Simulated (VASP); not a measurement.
Consider the following.

```xyz
6
Lattice="4.4164 0.0000 0.0000 0.0000 4.4164 0.0000 0.0000 0.0000 2.8695" Properties=species:S:1:pos:R:3 pbc="T T T"
Mn     0.0000     0.0000     2.8695
Mn     2.2082     2.2082     1.4348
O      1.3435     1.3435     0.0000
O      3.5517     0.8647     1.4348
O      0.8647     3.5517     1.4348
O      3.0729     3.0729     2.8695
```
Starting moments (μB, in the order of the record's atoms Mn Mn O O O O): 2.5 -2.5 0.0 0.0 0.0 0.0.

All values below come from PBE GGA with D3 dispersion (zero damping), VASP's PBE PAW potentials (set 64) (plane waves; VASP). Numerical set-up: 520 eV cut-off, 8×8×12 Γ-centred mesh, tetrahedra with Blöchl corrections, potentials Mn_pv O.

Q: What does the run give for the cell moment, energy per atom (σ→0), band gap (on the k-mesh) with the smallest direct gap where there is one?

A: 
| Property | Value |
|---|---|
| band gap (on the k-mesh) | none (metal, semimetal or under 0.01 eV) |
| cell moment | 0.00 μB |
| energy per atom (σ→0) | -8109 meV/atom |

Q: Give the moment on each site (PAW-sphere projection).

A: 
```
site  moment (μB)
----  -----------
Mn1          2.52
Mn2         -2.52
O3          -0.05
O4           0.05
O5           0.05
O6          -0.05
```

Total energies compare only between runs with the same potentials, cut-off and functional.

The compound is MnO2 in the rutile structure. It was relaxed first.
